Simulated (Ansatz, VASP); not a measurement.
# Cross-check of H between VASP and Ansatz

Aim: how closely do two programs agree when they are given the same cell, functional and k mesh? The cell is taken from a series of runs on this material, whose earlier steps may have relaxed, scaled, displaced or heated it; both programs get it as it stands.

Method: plane waves, with VASP 6.6.1 beside it; zone-centre phonons at LDA, in Ansatz 0.2.0.

## Step 1: The starting structure

The structure is tetragonal, space group I4/mmm (No. 139). The conventional cell has a = 2.813 Å, b = 2.813 Å, c = 3.863 Å, α = 90.00°, β = 90.00°, γ = 90.00°. Nearest to H lie 1 H at 0.78 Å.

As a file:

```cif
data_structure
_symmetry_space_group_name_H-M 'P 1'
_symmetry_Int_Tables_number 1
_cell_length_a 2.7722
_cell_length_b 2.7722
_cell_length_c 2.7722
_cell_angle_alpha 119.035
_cell_angle_beta 119.035
_cell_angle_gamma 91.680
_cell_volume 15.28
loop_
_atom_site_label
_atom_site_type_symbol
_atom_site_fract_x
_atom_site_fract_y
_atom_site_fract_z
_atom_site_occupancy
H1 H 0.89881 0.89881 0.00000 1
H2 H 0.10119 0.10119 0.00000 1
```

## Step 2: VASP: zone-centre phonons, LDA

Second derivatives magnify differences that forces hide, and they need a tight electronic threshold.

Lines of VASP's logs that name or quote its potential files are left out, and so is its time.

INCAR reads:

```
SYSTEM = H
PREC = Accurate
ENCUT = 500
EDIFF = 1E-08
NELM = 120
ISMEAR = 0
SIGMA = 0.01
LREAL = .FALSE.
ALGO = Normal
GGA = CA
NBANDS = 7
LORBIT = 11
LWAVE = .FALSE.
LCHARG = .FALSE.
ISIF = 2
IBRION = 8
LEPSILON = .TRUE.
LASPH = .TRUE.
GGA_COMPAT = .FALSE.
EFERMI = MIDGAP
KPAR = 2
```

POSCAR reads:

```
H
1.0
   -1.4062944710      1.4062944710      1.9313260240
    1.4062944710     -1.4062944710      1.9313260240
    1.4062944710      1.4062944710     -1.9313260240
H
2
Direct
    0.8988066283      0.8988066283      0.0000000000
    0.1011933717      0.1011933717      0.0000000000
```

KPOINTS reads:

```
Automatic mesh
0
Gamma
8 8 8
0 0 0
```

Potentials, in the order of the species: H (LDA family, release 64).

Run with:

```console
> mpirun -np 2 vasp_std
```

Output:

```text
[banner, memory and clock lines left out]
running    2 mpi-ranks, on    1 nodes
 distrk:  each k-point on    1 cores,    2 groups
 distr:  one band on    1 cores,    1 groups

 POSCAR found type information on POSCAR H
 POSCAR found :  1 types and       2 ions
 LDA part: xc-table for (Slater(with rela. corr.)+CA(PZ))
 , standard interpolation
 POSCAR, INCAR and KPOINTS ok, starting setup
 FFT: planning ... GRIDC
 FFT: planning ... GRID_SOFT
 FFT: planning ... GRID
 WAVECAR not read
 entering main loop
       N       E                     dE             d eps       ncg     rms          rms(c)
DAV:   1    -0.708297797775E+01   -0.70830E+01   -0.54235E+02   847   0.198E+02
DAV:   2    -0.728145117453E+01   -0.19847E+00   -0.19847E+00  1204   0.920E+00
DAV:   3    -0.728157233724E+01   -0.12116E-03   -0.12116E-03   910   0.231E-01
DAV:   4    -0.728157240531E+01   -0.68071E-07   -0.68071E-07  1211   0.556E-03
DAV:   5    -0.728157240534E+01   -0.35733E-10   -0.35766E-10   910   0.868E-05    0.409E+00
DAV:   6    -0.695126057935E+01    0.33031E+00   -0.19034E-01   826   0.154E+00    0.221E+00
DAV:   7    -0.680748979188E+01    0.14377E+00   -0.32609E-01   833   0.212E+00    0.201E-01
DAV:   8    -0.680830029438E+01   -0.81050E-03   -0.17113E-03   917   0.199E-01    0.705E-02
DAV:   9    -0.680815972330E+01    0.14057E-03   -0.30060E-04   931   0.658E-02    0.625E-03
DAV:  10    -0.680816022700E+01   -0.50370E-06   -0.31574E-06   966   0.121E-02    0.151E-03
DAV:  11    -0.680816040394E+01   -0.17694E-06   -0.77963E-08   931   0.137E-03    0.107E-04
DAV:  12    -0.680816040498E+01   -0.10441E-08   -0.21990E-10   854   0.875E-05
   1 F= -.68081604E+01 E0= -.68081604E+01  d E =0.000000E+00
 Linear response reoptimize wavefunctions to high precision
DAV:   1    -0.680816040512E+01   -0.13937E-09   -0.76227E-11   882   0.444E-05
DAV:   2    -0.680816040512E+01   -0.49738E-13   -0.52021E-13   504   0.376E-06
 Linear response G [H, r] |phi>, progress :
  Direction:   1
       N       E                     dE             d eps       ncg     rms
RMM:   1    -0.759349092874E+01   -0.75935E+01   -0.86768E+00  1582   0.118E+01
RMM:   2    -0.766183703151E+01   -0.68346E-01   -0.54544E-02  1312   0.142E+00
RMM:   3    -0.766199909285E+01   -0.16206E-03   -0.76272E-05  1349   0.501E-02
RMM:   4    -0.766199931645E+01   -0.22360E-06   -0.23832E-07  1343   0.233E-03
RMM:   5    -0.766199931729E+01   -0.83837E-09   -0.10100E-09  1146   0.138E-04
 Linear response G [H, r] |phi>, progress :
  Direction:   2
       N       E                     dE             d eps       ncg     rms
RMM:   1    -0.741072085097E+01   -0.74107E+01   -0.91492E+00  1596   0.119E+01
RMM:   2    -0.748472861621E+01   -0.74008E-01   -0.64162E-02  1312   0.153E+00
RMM:   3    -0.748492746371E+01   -0.19885E-03   -0.10135E-04  1349   0.564E-02
RMM:   4    -0.748492776853E+01   -0.30482E-06   -0.35791E-07  1318   0.271E-03
RMM:   5    -0.748492776987E+01   -0.13422E-08   -0.14759E-09  1103   0.164E-04
 Linear response G [H, r] |phi>, progress :
  Direction:   3
       N       E                     dE             d eps       ncg     rms
RMM:   1    -0.757122580347E+01   -0.75712E+01   -0.10738E+01  1718   0.146E+01
RMM:   2    -0.759368042697E+01   -0.22455E-01   -0.13025E-02  1297   0.669E-01
RMM:   3    -0.759370948823E+01   -0.29061E-04   -0.39740E-05  1275   0.318E-02
RMM:   4    -0.759370957642E+01   -0.88192E-07   -0.97612E-08  1207   0.174E-03
RMM:   5    -0.759370957665E+01   -0.22921E-09   -0.44303E-10  1081   0.976E-05
 Linear response to external field (no local field effect), progress :
  Direction:   1
       N       E                     dE             d eps       ncg     rms          rms(c)
RMM:   1    -0.391106875259E-01   -0.39111E-01   -0.33528E-02  1639   0.699E-01
RMM:   2    -0.394644758289E-01   -0.35379E-03   -0.19868E-04  1280   0.820E-02
RMM:   3    -0.394654827333E-01   -0.10069E-05   -0.42002E-07  1276   0.313E-03
RMM:   4    -0.394654839572E-01   -0.12239E-08   -0.12339E-09  1147   0.163E-04
 change of polarisation eV/A/(eV/A) component  1 :     0.079    -0.014     0.038
 dielectric tensor                  component  1 :     1.935    -0.172     0.447
 Linear response to external field (no local field effect), progress :
  Direction:   2
       N       E                     dE             d eps       ncg     rms          rms(c)
RMM:   1    -0.388576496986E-01   -0.38858E-01   -0.36454E-02  1611   0.717E-01
RMM:   2    -0.392356948870E-01   -0.37805E-03   -0.23514E-04  1280   0.889E-02
RMM:   3    -0.392368911582E-01   -0.11963E-05   -0.51467E-07  1269   0.351E-03
RMM:   4    -0.392368927819E-01   -0.16237E-08   -0.17174E-09  1136   0.188E-04
 change of polarisation eV/A/(eV/A) component  2 :    -0.014     0.078     0.046
 dielectric tensor                  component  2 :    -0.172     1.929     0.540
 Linear response to external field (no local field effect), progress :
  Direction:   3
       N       E                     dE             d eps       ncg     rms          rms(c)
RMM:   1    -0.663854906229E-01   -0.66385E-01   -0.86629E-02  1592   0.116E+00
RMM:   2    -0.668052708002E-01   -0.41978E-03   -0.23844E-04  1249   0.837E-02
RMM:   3    -0.668061424169E-01   -0.87162E-06   -0.35287E-07  1184   0.300E-03
RMM:   4    -0.668061432044E-01   -0.78749E-09   -0.92429E-10  1072   0.149E-04
 change of polarisation eV/A/(eV/A) component  3 :     0.038     0.046     0.134
 dielectric tensor                  component  3 :     0.447     0.540     2.583
 Linear response to external field, progress :
  Direction:   1
       N       E                     dE             d eps       ncg     rms          rms(c)
RMM:   1    -0.389841685909E-01   -0.38984E-01   -0.34991E-02  2617   0.708E-01
RMM:   2    -0.393500853619E-01   -0.36592E-03   -0.21689E-04  2063   0.854E-02    0.264E-01
RMM:   3    -0.389675032050E-01    0.38258E-03   -0.19983E-04  2087   0.764E-02    0.157E-01
RMM:   4    -0.417534790129E-01   -0.27860E-02   -0.47244E-04  2080   0.118E-01    0.123E-02
RMM:   5    -0.419400243936E-01   -0.18655E-03   -0.14608E-06  2097   0.747E-03    0.132E-03
RMM:   6    -0.419648136187E-01   -0.24789E-04   -0.21501E-08  2125   0.801E-04    0.191E-04
RMM:   7    -0.419651066598E-01   -0.29304E-06   -0.12281E-09  2051   0.183E-04    0.181E-05
RMM:   8    -0.419648042453E-01    0.30241E-06   -0.60691E-12   985   0.167E-05    0.556E-06
 change of polarisation eV/A/(eV/A) component  1 :     0.076    -0.004     0.040
 dielectric tensor                  component  1 :     1.898    -0.048     0.479
 Linear response to external field, progress :
  Direction:   2
       N       E                     dE             d eps       ncg     rms          rms(c)
RMM:   1    -0.389841686330E-01   -0.38984E-01   -0.34991E-02  2616   0.708E-01
RMM:   2    -0.393500853534E-01   -0.36592E-03   -0.21693E-04  2063   0.854E-02    0.264E-01
RMM:   3    -0.389675115840E-01    0.38257E-03   -0.19999E-04  2087   0.764E-02    0.157E-01
RMM:   4    -0.417534955696E-01   -0.27860E-02   -0.47280E-04  2080   0.118E-01    0.123E-02
RMM:   5    -0.419400424309E-01   -0.18655E-03   -0.14605E-06  2097   0.747E-03    0.132E-03
RMM:   6    -0.419648277715E-01   -0.24785E-04   -0.21503E-08  2125   0.801E-04    0.191E-04
RMM:   7    -0.419651252446E-01   -0.29747E-06   -0.12277E-09  2050   0.183E-04    0.182E-05
RMM:   8    -0.419648203135E-01    0.30493E-06   -0.61857E-12   977   0.168E-05    0.556E-06
 change of polarisation eV/A/(eV/A) component  2 :    -0.004     0.076     0.010
 dielectric tensor                  component  2 :    -0.048     1.898     0.117
 Linear response to external field, progress :
  Direction:   3
       N       E                     dE             d eps       ncg     rms          rms(c)
RMM:   1    -0.663854906229E-01   -0.66385E-01   -0.86629E-02  1592   0.116E+00
RMM:   2    -0.668052708002E-01   -0.41978E-03   -0.23844E-04  1249   0.837E-02    0.619E-01
RMM:   3    -0.606097188334E-01    0.61956E-02   -0.15882E-03  1251   0.202E-01    0.294E-01
RMM:   4    -0.645477467780E-01   -0.39380E-02   -0.15020E-03  1246   0.200E-01    0.398E-02
RMM:   5    -0.653360047014E-01   -0.78826E-03   -0.86177E-06  1274   0.176E-02    0.141E-03
RMM:   6    -0.653835041752E-01   -0.47499E-04   -0.93956E-08  1286   0.155E-03    0.718E-04
RMM:   7    -0.653854769718E-01   -0.19728E-05   -0.85408E-09  1296   0.507E-04    0.139E-04
RMM:   8    -0.653867409311E-01   -0.12640E-05   -0.11434E-10  1075   0.561E-05    0.419E-05
RMM:   9    -0.653863649368E-01    0.37599E-06   -0.12706E-13   562   0.144E-05    0.373E-06
 change of polarisation eV/A/(eV/A) component  3 :     0.034     0.041     0.112
 dielectric tensor                  component  3 :     0.402     0.482     2.329
 Linear response DOF=           2
 Linear response progress:
  Degree of freedom:   1/  2
       N       E                     dE             d eps       ncg     rms          rms(c)
RMM:   1    -0.144763140700E-01   -0.14476E-01   -0.89858E-03  3673   0.469E-01
RMM:   2    -0.144867644891E-01   -0.10450E-04   -0.95642E-06  3222   0.186E-02    0.931E-02
RMM:   3    -0.146900649175E-01   -0.20330E-03   -0.92702E-06  3575   0.146E-02    0.547E-02
RMM:   4    -0.151695592360E-01   -0.47949E-03   -0.18240E-05  3370   0.207E-02    0.161E-03
RMM:   5    -0.151625007232E-01    0.70585E-05   -0.38748E-08  3606   0.130E-03    0.363E-04
RMM:   6    -0.151601627685E-01    0.23380E-05   -0.12893E-09  3448   0.269E-04    0.698E-05
RMM:   7    -0.151599765571E-01    0.18621E-06   -0.89547E-11  3676   0.581E-05    0.495E-06
RMM:   9    -0.151600126188E-01   -0.11655E-07    0.65204E-13  3279   0.108E-06    0.247E-07
RMM:  10    -0.151600135215E-01   -0.90268E-09   -0.65226E-17  2111   0.164E-07    0.267E-08
 first order change of Fermi-energy  -0.91890E-04
 force on displaced ion       1 direction 1 :  -0.468   0.000  -0.001
 Born effective charge ion    1 direction 1 :   0.000   0.000  -0.000
 Linear response progress:
  Degree of freedom:   2/  2
       N       E                     dE             d eps       ncg     rms          rms(c)
RMM:   1    -0.171145221302E-01   -0.17115E-01   -0.93572E-03  1399   0.523E-01
RMM:   2    -0.171611087113E-01   -0.46587E-04   -0.35366E-05  1285   0.340E-02    0.189E-01
RMM:   3    -0.171299937892E-01    0.31115E-04   -0.85043E-05  1317   0.459E-02    0.988E-02
RMM:   4    -0.177880672530E-01   -0.65807E-03   -0.97010E-05  1284   0.495E-02    0.799E-03
RMM:   5    -0.177880305000E-01    0.36753E-07   -0.31539E-07  1337   0.306E-03    0.122E-03
RMM:   6    -0.177878273137E-01    0.20319E-06   -0.22048E-09  1320   0.302E-04    0.580E-04
RMM:   7    -0.177864832946E-01    0.13440E-05   -0.16605E-09  1308   0.310E-04    0.538E-05
RMM:   8    -0.177862253212E-01    0.25797E-06   -0.35922E-11  1394   0.416E-05    0.127E-05
RMM:   9    -0.177861774179E-01    0.47903E-07   -0.10573E-11  1395   0.660E-06    0.129E-06
RMM:  10    -0.177861809832E-01   -0.35653E-08    0.44122E-13  1210   0.838E-07    0.409E-07
 first order change of Fermi-energy  -0.21131E+01
 force on displaced ion       1 direction 3 :   0.000   0.000 -28.624
 Born effective charge ion    1 direction 3 :   0.000   0.000   0.000
 Born effective charges drift removed
 Linear response finished
```

OUTCAR, selected parts (step 2):

```text
ion  position               nearest neighbor table
   1  0.899  0.899  0.000-   2 0.78
   2  0.101  0.101  0.000-   1 0.78

  LATTYP: Found a body centered tetragonal cell.
 ALAT       =     2.8125889420
 C/A-ratio  =     1.3733439645

 Subroutine GETGRP returns: Found 16 space group operations
 (whereof 16 operations were pure point group operations)

The static configuration has the point symmetry D_4h.

 Found     59 irreducible k-points:

   k-points           NKPTS =     59   k-points in BZ     NKDIM =     59   number of bands    NBANDS=      7

   dimension x,y,z NGX =    20 NGY =   20 NGZ =   20
   dimension x,y,z NGXF=    40 NGYF=   40 NGZF=   40

   ENCUT  =  500.0 eV  36.75 Ry    6.06 a.u.   5.05  5.05  5.05*2*pi/ulx,y,z

   NELECT =       2.0000    total number of electrons

 k-points in reciprocal lattice and weights: Automatic mesh
   0.00000000  0.00000000  0.00000000       0.002
   0.12500000  0.00000000  0.00000000       0.016
   0.25000000  0.00000000  0.00000000       0.016
   0.37500000 -0.00000000  0.00000000       0.016
   0.50000000  0.00000000  0.00000000       0.008
   0.12500000  0.12500000  0.00000000       0.016
   0.25000000  0.12500000  0.00000000       0.031
   0.37500000  0.12500000  0.00000000       0.031
   0.50000000  0.12500000  0.00000000       0.031
[...]
-0.37500000 -0.37500000  0.37500000       0.004
   0.50000000  0.50000000  0.50000000       0.002

 average (electrostatic) potential at core
       1 -38.8991       2 -38.8991

  Total       -0.0326560     -0.0326560     -0.2710769      0.0000000     -0.0000000      0.0000000
  in kB       -3.4245692     -3.4245692    -28.4272545      0.0000000     -0.0000000      0.0000000
  external PRESSURE =     -11.7587977 kB  Pullay stress =       0.0000000 kB

  energy-cutoff  :      500.00
  volume of cell :       15.28
      direct lattice vectors                 reciprocal lattice vectors
    -1.406294471  1.406294471  1.931326024     0.000000000  0.355544312  0.258889485
     1.406294471 -1.406294471  1.931326024     0.355544312  0.000000000  0.258889485
     1.406294471  1.406294471 -1.931326024     0.355544312  0.355544312  0.000000000

 POSITION                                       TOTAL-FORCE (eV/Angst)
 -----------------------------------------------------------------------------------
      0.00000      0.00000      3.47178        -0.000000     -0.000000      0.297356
      0.00000      0.00000      0.39087         0.000000      0.000000     -0.297356
 -----------------------------------------------------------------------------------
    total drift:                                0.000000     -0.000000      0.000000

 MACROSCOPIC STATIC DIELECTRIC TENSOR (including local field effects in DFT)
 ------------------------------------------------------
           1.897797     0.000000     0.000000
           0.000000     1.897797    -0.000000
           0.000000     0.000000     2.329269
 ------------------------------------------------------

 PIEZOELECTRIC TENSOR (including local field effects)  for field in x, y, z        (C/m^2)
          XX          YY          ZZ          XY          YZ          ZX
  --------------------------------------------------------------------------------
  x     0.00000     0.00000     0.00000     0.00000     0.00000     0.00000
  y     0.00000     0.00000     0.00000     0.00000     0.00000     0.00000
  z     0.00000     0.00000     0.00000     0.00000     0.00000     0.00000

 BORN EFFECTIVE CHARGES (including local field effects) (in |e|, cummulative output)
 ---------------------------------------------------------------------------------
 ion    1
    1     0.00000     0.00000     0.00000
    2     0.00000     0.00000     0.00000
    3     0.00000     0.00000     0.00000
 ion    2
    1     0.00000     0.00000     0.00000
    2     0.00000     0.00000     0.00000
    3     0.00000     0.00000     0.00000

 Eigenvectors and eigenvalues of the dynamical matrix
 ----------------------------------------------------

   1 f  =  118.284530 THz   743.203621 2PiTHz 3945.547224 cm-1   489.185289 meV
             X         Y         Z           dx          dy          dz
      0.000000  0.000000  3.471777     0.000000    0.000000    0.707107
      0.000000  0.000000  0.390875     0.000000    0.000000   -0.707107

   2 f  =   15.120035 THz    95.001984 2PiTHz  504.350093 cm-1    62.531414 meV
             X         Y         Z           dx          dy          dz
      0.000000  0.000000  3.471777    -0.010056   -0.707035    0.000000
      0.000000  0.000000  0.390875     0.010056    0.707035    0.000000

   3 f  =   15.120035 THz    95.001984 2PiTHz  504.350093 cm-1    62.531414 meV
             X         Y         Z           dx          dy          dz
      0.000000  0.000000  3.471777     0.707035   -0.010056    0.000000
      0.000000  0.000000  0.390875    -0.707035    0.010056    0.000000

   4 f  =    0.000000 THz     0.000001 2PiTHz    0.000004 cm-1     0.000000 meV
             X         Y         Z           dx          dy          dz
      0.000000  0.000000  3.471777    -0.685994    0.171499   -0.000000
      0.000000  0.000000  0.390875    -0.685994    0.171499    0.000000

   5 f  =    0.000000 THz     0.000000 2PiTHz    0.000000 cm-1     0.000000 meV
             X         Y         Z           dx          dy          dz
      0.000000  0.000000  3.471777    -0.171499   -0.685994    0.000000
      0.000000  0.000000  0.390875    -0.171499   -0.685994    0.000000

   6 f  =    0.000000 THz     0.000000 2PiTHz    0.000000 cm-1     0.000000 meV
             X         Y         Z           dx          dy          dz
      0.000000  0.000000  3.471777     0.000000    0.000000    0.707107
      0.000000  0.000000  0.390875     0.000000    0.000000    0.707107

 MACROSCOPIC STATIC DIELECTRIC TENSOR IONIC CONTRIBUTION
 ------------------------------------------------------
           0.000000     0.000000     0.000000
           0.000000     0.000000     0.000000
           0.000000     0.000000     0.000000
 ------------------------------------------------------

 ELASTIC MODULI CONTR FROM IONIC RELAXATION (kBar)
 Direction    XX          YY          ZZ          XY          YZ          ZX
 --------------------------------------------------------------------------------
 XX          -0.0136     -0.0136      5.0115      0.0000     -0.0000      0.0000
 YY          -0.0136     -0.0136      5.0115      0.0000     -0.0000      0.0000
 ZZ           5.0115      5.0115  -1852.5157      0.0000      0.0000     -0.0000
 XY           0.0000      0.0000      0.0000      0.0000      0.0000      0.0000
 YZ          -0.0000     -0.0000      0.0000      0.0000    -31.8000      0.0000
 ZX           0.0000      0.0000     -0.0000      0.0000      0.0000    -32.2007
 --------------------------------------------------------------------------------

 PIEZOELECTRIC TENSOR IONIC CONTR  for field in x, y, z        (C/m^2)
          XX          YY          ZZ          XY          YZ          ZX
  --------------------------------------------------------------------------------
  x     0.00000     0.00000     0.00000     0.00000     0.00000     0.00000
  y     0.00000     0.00000     0.00000     0.00000     0.00000     0.00000
  z     0.00000     0.00000     0.00000     0.00000     0.00000     0.00000
```

[end of part 1 of 2]

[Lines on the potential files, build, host, timing and source positions are cut from VASP's logs without a mark.]

[Logs are printed without paths, hosts, clocks, repeated set-up lines and the standing remarks that a program may print on its own settings, such as how far it seeks lower states.]

[Hosts, paths, dates, database ids (printed as entryN), source tags and the programs' standing remarks are cut or masked in the printed files.]
